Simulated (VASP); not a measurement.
Consider the following.

```
CELL_PARAMETERS angstrom
     -0.89459     0.89459     0.89459
      0.89459    -0.89459     0.89459
      0.89459     0.89459    -0.89459
ATOMIC_POSITIONS crystal
  H  0.00000 0.00000 0.00000
```

Level of theory: PBEsol GGA, VASP's PBE PAW potentials (set 64) (plane waves; VASP). Numerical set-up: 400 eV cut-off, 32×32×32 Γ-centred mesh, tetrahedra with Blöchl corrections, potentials H.

Problem. Predict the energy per atom (σ→0), band gap (on the k-mesh) with the smallest direct gap where there is one.

Solution. 
```json
{
 "band gap (on the k-mesh)": "none (metal, semimetal or under 0.01 eV)",
 "energy per atom (σ→0)": "-2.213 eV/atom"
}
```

The structure was generated: H was put into the bcc type (Im-3m), which need not be its known phase. It was relaxed first.
